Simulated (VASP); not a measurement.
# ZrC (Fm-3m) in VASP: further runs, part 2 of 2

VASP 6.6.1. Earlier steps stand in the parts before.

### 3 Electric field gradients, PBEsol (volume scaled by 0.96)

The input, INCAR:

```
ALGO = Normal ; EDIFF = 1E-8
ENCUT = 520 ; GGA = PS
ISIF = 2 ; ISMEAR = -1
LASPH = True ; LCHARG = False
LEFG = True ; LREAL = False
LWAVE = False ; NBANDS = 15
NELM = 100 ; PREC = Accurate
SIGMA = 0.05
```

The input, KPOINTS:

```
k-points
0
Gamma
  14 14 14
```

The input, POSCAR:

```
ZrC
1.0
    0.0000000000      2.3224901248      2.3224901248
    2.3224901248      0.0000000000      2.3224901248
    2.3224901248      2.3224901248      0.0000000000
Zr C
1 1
Direct
    0.0000000000      0.0000000000      0.0000000000
    0.5000000000      0.5000000000      0.5000000000
```

Potentials or basis: VASP PAW PBE potentials, release 64 (Zr_sv, C).

Run with:

```console
cat potpaw_PBE.64/Zr_sv/POTCAR potpaw_PBE.64/C/POTCAR > POTCAR
mpirun -np 1 vasp_std > vasp.out
```

OUTCAR:

```text
EDIFF = 1E-8
   ENCUT = 520
   GGA = PS
   ISIF = 2
   ISMEAR = -1
   LASPH = True
   LREAL = False
   NELM = 100
   PREC = Accurate

 ion  position               nearest neighbor table
   1  0.000  0.000  0.000-   2 2.32   2 2.32   2 2.32   2 2.32   2 2.32   2 2.32
   2  0.500  0.500  0.500-   1 2.32   1 2.32   1 2.32   1 2.32   1 2.32   1 2.32

  LATTYP: Found a face centered cubic cell.
 ALAT       =     4.6449802496

  Lattice vectors:

 A1 = (   0.0000000000,   2.3224901248,   2.3224901248)
 A2 = (   2.3224901248,   0.0000000000,   2.3224901248)
 A3 = (   2.3224901248,   2.3224901248,   0.0000000000)

Analysis of symmetry for initial positions (statically):
=====================================================================
 Subroutine PRICEL returns:
 Original cell was already a primitive cell.

 Routine SETGRP: Setting up the symmetry group for a
 face centered cubic supercell.

 Subroutine GETGRP returns: Found 48 space group operations
 (whereof 48 operations were pure point group operations)
 out of a pool of 48 trial point group operations.

The static configuration has the point symmetry O_h .

Analysis of symmetry for dynamics (positions and initial velocities):
=====================================================================
 Subroutine PRICEL returns:
 Original cell was already a primitive cell.

 Routine SETGRP: Setting up the symmetry group for a
 face centered cubic supercell.

 Subroutine GETGRP returns: Found 48 space group operations
 (whereof 48 operations were pure point group operations)
 out of a pool of 48 trial point group operations.

[... 575 lines left out ...]
      5      -0.0995      2.00000
      6       6.6302      2.00000
      7       8.2469      2.00000
      8       8.7645      2.00000
      9      10.8575      0.00000
     10      13.5369      0.00000
     11      14.0227      0.00000
     12      15.4402      0.00000
     13      17.2952      0.00000
     14      20.5314      0.00000
     15      23.8259      0.00000

 [... further k-points ...]

------------------------ aborting loop because EDIFF is reached ----------------------------------------

  FORCE on cell =-STRESS in cart. coord.  units (eV):
  Direction    XX          YY          ZZ          XY          YZ          ZX
  --------------------------------------------------------------------------------------
  -------------------------------------------------------------------------------------
  Total        0.6515530      0.6515530      0.6515530     -0.0000000      0.0000000     -0.0000000
  in kB       41.6647436     41.6647436     41.6647436     -0.0000000      0.0000000     -0.0000000
  external PRESSURE =      41.6647436 kB  Pullay stress =       0.0000000 kB

 VOLUME and BASIS-vectors are now :
 -----------------------------------------------------------------------------
  energy-cutoff  :      520.00
  volume of cell :       25.05
      direct lattice vectors                 reciprocal lattice vectors
     0.000000000  2.322490125  2.322490125    -0.215286168  0.215286168  0.215286168
     2.322490125  0.000000000  2.322490125     0.215286168 -0.215286168  0.215286168
     2.322490125  2.322490125  0.000000000     0.215286168  0.215286168 -0.215286168

 POSITION                                       TOTAL-FORCE (eV/Angst)
 -----------------------------------------------------------------------------------
      0.00000      0.00000      0.00000         0.000000     -0.000000     -0.000000
      2.32249      2.32249      2.32249        -0.000000      0.000000      0.000000
 -----------------------------------------------------------------------------------
    total drift:                                0.000000     -0.000000     -0.000000

  FREE ENERGIE OF THE ION-ELECTRON SYSTEM (eV)
  ---------------------------------------------------
  free  energy   TOTEN  =       -20.5685803187 eV

  energy  without entropy=      -20.5661387289  energy(sigma->0) =      -20.56735952

 Electric field gradients (V/A^2)
---------------------------------------------------------------------
 ion       V_xx      V_yy      V_zz      V_xy      V_xz      V_yz
---------------------------------------------------------------------
   1      -0.000    -0.000     0.000    -0.000    -0.000    -0.000
   2      -0.000    -0.000    -0.000     0.000     0.000     0.000
---------------------------------------------------------------------

 Electric field gradients after diagonalization (V/A^2)
 (convention: |V_zz| > |V_xx| > |V_yy|)
----------------------------------------------------------------------
 ion       V_xx      V_yy      V_zz     asymmetry (V_yy - V_xx)/ V_zz
----------------------------------------------------------------------
   1       0.000     0.000    -0.000       0.000
   2      -0.000    -0.000     0.001       0.000
----------------------------------------------------------------------

           NMR quadrupolar parameters

 Cq : quadrupolar parameter    Cq=e*Q*V_zz/h
 eta: asymmetry parameters     (V_yy - V_xx)/ V_zz
 Q  : nuclear electric quadrupole moment in mb (millibarn)
----------------------------------------------------------------------
 ion       Cq(MHz)       eta       Q (mb)
----------------------------------------------------------------------
   1      -0.000       0.000       1.000
   2       0.000       0.000       1.000
----------------------------------------------------------------------
```

OSZICAR:

```text
N       E                     dE             d eps       ncg     rms          rms(c)
DAV:   1     0.101994353084E+03    0.10199E+03   -0.86666E+03  3120   0.108E+03
DAV:   2    -0.192435468463E+02   -0.12124E+03   -0.11314E+03  4023   0.287E+02
DAV:   3    -0.236737593593E+02   -0.44302E+01   -0.43951E+01  4413   0.481E+01
DAV:   4    -0.237546492409E+02   -0.80890E-01   -0.80848E-01  4042   0.611E+00
DAV:   5    -0.237561162527E+02   -0.14670E-02   -0.14669E-02  4355   0.616E-01    0.224E+01
DAV:   6    -0.206735240738E+02    0.30826E+01   -0.54900E+00  3615   0.218E+01    0.831E+00
DAV:   7    -0.205894158894E+02    0.84108E-01   -0.53605E-01  3659   0.547E+00    0.690E+00
DAV:   8    -0.205947010667E+02   -0.52852E-02   -0.26896E-01  3813   0.385E+00    0.440E+00
DAV:   9    -0.205688575787E+02    0.25843E-01   -0.47294E-02  3456   0.149E+00    0.547E-01
DAV:  10    -0.205686184226E+02    0.23916E-03   -0.39828E-03  4037   0.556E-01    0.181E-01
DAV:  11    -0.205685853932E+02    0.33029E-04   -0.22320E-04  3470   0.145E-01    0.433E-02
DAV:  12    -0.205685807026E+02    0.46906E-05   -0.45328E-06  4001   0.178E-02    0.544E-03
DAV:  13    -0.205685803783E+02    0.32426E-06   -0.66472E-07  3848   0.565E-03    0.188E-03
DAV:  14    -0.205685803248E+02    0.53533E-07   -0.31405E-08  3778   0.130E-03    0.324E-04
DAV:  15    -0.205685803187E+02    0.60884E-08   -0.29066E-09  2585   0.407E-04
   1 F= -.20568580E+02 E0= -.20567360E+02  d E =-.244159E-02
```

Wall time 20 s (1 thread of AMD EPYC 9R45 (Zen 5), shared host); peak memory 0.13 GiB.

Results:

```
Free energy            : -20.5686 eV
Pressure               : 4.2 GPa
Band gap on the k mesh : none (metal or under the smearing width)
```

Electric field gradients, principal values (V/Å²):
```tsv
atom	Vxx	Vyy	Vzz
1 Zr	0.000	0.000	0.000
2 C	0.000	0.000	0.001
```

Caveat: the PAW data sets were made with another functional, which shifts forces and pressure a little.
